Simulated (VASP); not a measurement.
A convergence study with VASP on BN (hex): one setting is varied, all else stays as given below, so the limit is that of these other settings.

```
CELL_PARAMETERS angstrom
      1.25200    -2.16853     0.00000
      1.25200     2.16853     0.00000
      0.00000     0.00000     6.66000
ATOMIC_POSITIONS crystal
  B  0.33333 0.66667 0.25000
  B  0.66667 0.33333 0.75000
  N  0.66667 0.33333 0.25000
  N  0.33333 0.66667 0.75000
```

The numbers are results of PBEsol GGA, VASP's PBE PAW potentials (set 64) (plane waves; VASP), not measurements. The tightest run used: 700 eV cut-off, 19×19×7 Γ-centred mesh, tetrahedra with Blöchl corrections, potentials B N.

```
setting     E (eV/atom)  pressure (GPa)  irreducible k-points
----------  -----------  --------------  --------------------
4×4×1 mesh      -9.1103            1.41                     4
5×5×2 mesh      -9.1418            0.64                    10
6×6×2 mesh      -9.1453            0.59                    14
```

Q: These are the cheaper rows. Estimate the results at 19×19×7 mesh, and how far the last row shown lies from them.

A: 
```
quantity        tightest run  last row shown is off by
--------------  ------------  ------------------------
E (eV/atom)          -9.1457                    0.0004
pressure (GPa)          0.59                      0.00
```

Left out are rungs that failed or repeat a setting and relaxations that didn't move; long series are thinned to 24 rows.

The compound is BN in the hex structure. The cell was not relaxed at this level.
